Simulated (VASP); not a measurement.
Computed with PBEsol GGA, VASP's PBE PAW potentials (set 64) (plane waves; VASP).

VASP ran on this input.

**POSCAR**
```
AuZn
1
    3.1270379203     0.0000000000     0.0000000000
    0.0000000000     3.1270379203     0.0000000000
    0.0000000000     0.0000000000     3.1270379203
Zn Au
1 1
Direct
  0.5000000000   0.5000000000   0.5000000000
  0.0000000000   0.0000000000   0.0000000000
```

### KPOINTS
```
k-points along high-symmetry lines
15
Line-mode
Reciprocal
  0.000000   0.000000   0.000000 ! GAMMA
  0.000000   0.500000   0.000000 ! X

  0.000000   0.500000   0.000000 ! X
  0.500000   0.500000   0.000000 ! M

  0.500000   0.500000   0.000000 ! M
  0.000000   0.000000   0.000000 ! GAMMA

  0.000000   0.000000   0.000000 ! GAMMA
  0.500000   0.500000   0.500000 ! R

  0.500000   0.500000   0.500000 ! R
  0.000000   0.500000   0.000000 ! X

  0.500000   0.500000   0.500000 ! R
  0.500000   0.500000   0.000000 ! M
```

**INCAR**
```
SYSTEM=AuZn
PREC=Accurate; ENCUT=400; LREAL=.FALSE.
LASPH=.TRUE.; ICHARG=11
EDIFF=1E-7; NELM=100; ALGO=Normal
LMAXMIX=6
ISMEAR=0; SIGMA=0.05
GGA=PS
LWAVE=.FALSE.; LCHARG=.FALSE.; LORBIT=11
```

POTCAR, in this order: Zn Au (PBE.64 set). Program: vasp_std. Read from the step before: CHGCAR.

What VASP printed:

**OSZICAR**
```
       N       E                     dE             d eps       ncg     rms          rms(c)
DAV:   1     0.110872182442E+03    0.11087E+03   -0.10098E+04  2771   0.166E+03
DAV:   2    -0.142322999920E+01   -0.11230E+03   -0.10711E+03  2826   0.305E+02
DAV:   3    -0.479069311844E+01   -0.33675E+01   -0.33552E+01  3358   0.637E+01
DAV:   4    -0.481113558248E+01   -0.20442E-01   -0.20441E-01  3204   0.418E+00
DAV:   5    -0.481139841152E+01   -0.26283E-03   -0.26283E-03  3309   0.480E-01
DAV:   6    -0.481140468308E+01   -0.62716E-05   -0.62712E-05  3309   0.639E-02
DAV:   7    -0.481140485905E+01   -0.17597E-06   -0.17650E-06  3351   0.119E-02
DAV:   8    -0.481140486421E+01   -0.51627E-08   -0.42972E-08  2513   0.183E-03
   1 F= -.48114049E+01 E0= -.48106725E+01  d E =-.146473E-02
```

File OUTCAR:
```
 val. band max:        8.1298285807   @ k =   0.5000   0.5000   0.1429

 cond. band min:       8.1812988352   @ k =   0.5000   0.5000   0.2857



 k-point     1 :       0.0000    0.0000    0.0000
  band No.  band energies     occupation
      1      -3.6950      2.00000
      2      -1.0465      2.00000
      3      -1.0465      2.00000
      4      -0.2973      2.00000
      5      -0.2973      2.00000
      6      -0.2973      2.00000
      7       1.6659      2.00000
      8       1.6659      2.00000
      9       3.3918      2.00000
     10       3.3918      2.00000
     11       3.3918      2.00000
     12      12.1300      0.00000
     13      12.1300      0.00000
     14      12.1300      0.00000
     15      16.2115      0.00000

 k-point     2 :       0.0000    0.0357    0.0000
  band No.  band energies     occupation
      1      -3.6718      2.00000
      2      -1.0408      2.00000
      3      -1.0389      2.00000
      4      -0.2972      2.00000
      5      -0.2972      2.00000
      6      -0.2949      2.00000
      7       1.6619      2.00000
      8       1.6723      2.00000
      9       3.3732      2.00000
     10       3.3732      2.00000
     11       3.3898      2.00000
     12      11.9258      0.00000
     13      12.1745      0.00000
     14      12.1745      0.00000
     15      16.3523      0.00000

 k-point     3 :       0.0000    0.0714    0.0000
  band No.  band energies     occupation
      1      -3.6027      2.00000
      2      -1.0245      2.00000
      3      -1.0172      2.00000
      4      -0.2980      2.00000
      5      -0.2980      2.00000
      6      -0.2887      2.00000
      7       1.6498      2.00000
      8       1.6908      2.00000
      9       3.3188      2.00000
     10       3.3188      2.00000
     11       3.3837      2.00000
     12      11.4027      0.00000
     13      12.3064      0.00000
     14      12.3064      0.00000
     15      16.6697      0.00000

...
```

The density is held fixed in this step, so its total energy and stress have no physical meaning. Unless said otherwise, spin-orbit coupling is left out, though it shifts the bands of the heavy elements here.

The compound is AuZn in the CsCl type structure. It was relaxed first. The electron count is odd and the run is not spin-polarised, which forces a metal.
